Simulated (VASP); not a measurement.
TiCo (CsCl type) is relaxed at rising pressure, each step from the one before. Symmetry mostly holds the structure type, and other phases were not tried. The mesh follows the cell, and a change of mesh leaves a small step in the series.

Data:

```cif
data_CoTi
_chemical_formula_sum 'Ti1 Co1'
_space_group_name_H-M_alt 'P 1'
_space_group_IT_number 1
_cell_length_a 2.89979
_cell_length_b 2.89979
_cell_length_c 2.89979
_cell_angle_alpha 90.000
_cell_angle_beta 90.000
_cell_angle_gamma 90.000
loop_
_space_group_symop_operation_xyz
  'x, y, z'
loop_
_atom_site_label
_atom_site_type_symbol
_atom_site_fract_x
_atom_site_fract_y
_atom_site_fract_z
_atom_site_occupancy
Ti1 Ti 0.00000 0.00000 0.00000 1
Co1 Co 0.50000 0.50000 0.50000 1
```

Calculation: LDA (Ceperley-Alder, Perdew-Zunger), VASP's LDA PAW potentials (set 64) (plane waves; VASP 6.6.1). Settings: 500 eV cut-off, 13×13×13 Γ-centred mesh, first-order Methfessel-Paxton smearing of 0.10 eV, potentials Ti_sv Co.

```csv
P (GPa),V (Å³/atom),H − H(0) (eV/atom),space group,gap on the mesh (eV),k-mesh
0,12.19,0.000,Pm-3m,0.00,13×13×13
5,11.92,0.376,Pm-3m,0.00,13×13×13
10,[?],[?],Pm-3m,0.00,13×13×13
20,11.26,1.460,Pm-3m,0.00,13×13×13
30,10.90,2.150,Pm-3m,0.00,13×13×13
45,[?],[?],Pm-3m,0.00,13×13×13
```

Problem. What belongs in the gaps?

Solution. 
- 10, V (Å³/atom): 11.68
- 10, H − H(0) (eV/atom): 0.744
- 45, V (Å³/atom): 10.44
- 45, H − H(0) (eV/atom): 3.148

Pressures at which the relaxation failed are left out.

The compound is TiCo in the CsCl type structure. The run is not spin-polarised, so no magnetic state was tried. The electron count is odd and the run is not spin-polarised, which forces a metal.
